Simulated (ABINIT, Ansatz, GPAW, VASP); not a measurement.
## CaCd2As2 (P-3m1, 5 atoms in the cell) computed with different codes at matched settings

Self-consistent single point.

```
CELL_PARAMETERS angstrom
      4.41388     0.00000     0.00000
     -2.20694     3.82253     0.00000
      0.00000     0.00000     7.20606
ATOMIC_POSITIONS crystal
  Ca 0.00000 0.00000 0.00000
  Cd 0.33333 0.66667 0.63325
  Cd 0.66667 0.33333 0.36675
  As 0.33333 0.66667 0.23766
  As 0.66667 0.33333 0.76234
```

All programs got the same cell, k-point mesh and kind of occupations (in Ansatz's words: kpoints.mp_grid.grid = 7 7 4; scf.occupations.method = fermi_dirac; scf.occupations.width = 0.05 eV); potentials, basis and cutoffs are each program's usual ones.

```json
[
 {"code": "VASP", "model": "LDA (PZ), VASP's LDA PAW potentials (set 64)", "pressure (GPa)": "-3.76", "largest force (eV/Å)": "0.051", "cutoff": "300 eV"},
 {"code": "GPAW", "model": "LDA (Perdew-Wang 92), GPAW PAW datasets LDA (gpaw-data 1.0.1)", "pressure (GPa)": "-4.08", "largest force (eV/Å)": "0.117", "cutoff": "600 eV"},
 {"code": "ABINIT", "model": "LDA (PW92), PAW (JTH v2.0 LDA PAW)", "pressure (GPa)": "-4.12", "largest force (eV/Å)": "0.082", "cutoff": "544 eV"},
 {"code": "Ansatz", "model": "LDA (PW92), PAW files made with PBE", "pressure (GPa)": "-4.09", "largest force (eV/Å)": "0.085", "cutoff": "default"}
]
```

The spread over the programs that give each value: pressure within 0.36 GPa; largest force within 0.066 eV/Å.

The starting cell comes from a database of computed structures (which also holds hypothetical and non-ambient phases and stackings), without a prior relaxation at this level. On Ansatz's run: In the base run, with a pressure of about -4 GPa the cell is away from its equilibrium volume at this level. A gap is left out here, as mesh or smearing make it unsure.

Question: Why do the programs differ, and what cannot be compared?

Answer: Differences of this kind can come from the potentials, where these differ, and from what each basis and cutoff leave unconverged. The valence holds different numbers of electrons (VASP 44, GPAW 44, ABINIT 64, Ansatz (a first-principles code) 80). The zero of total energies and Fermi levels follows the potentials and each program's conventions, so they are not compared here. Ansatz's pressure is given at a fixed set of plane waves, as the other plane-wave codes print theirs. The same LDA comes in different parametrisations, which differ slightly.

VASP's run is marked for a possible Pulay error in its stress at this cutoff; no cutoff test was made.

Left out of this page: Quantum ESPRESSO, CP2K and SIESTA (not drawn, or without a comparable value); FLEUR (with a known weakness of the program).

Keys are those of Ansatz 0.2.
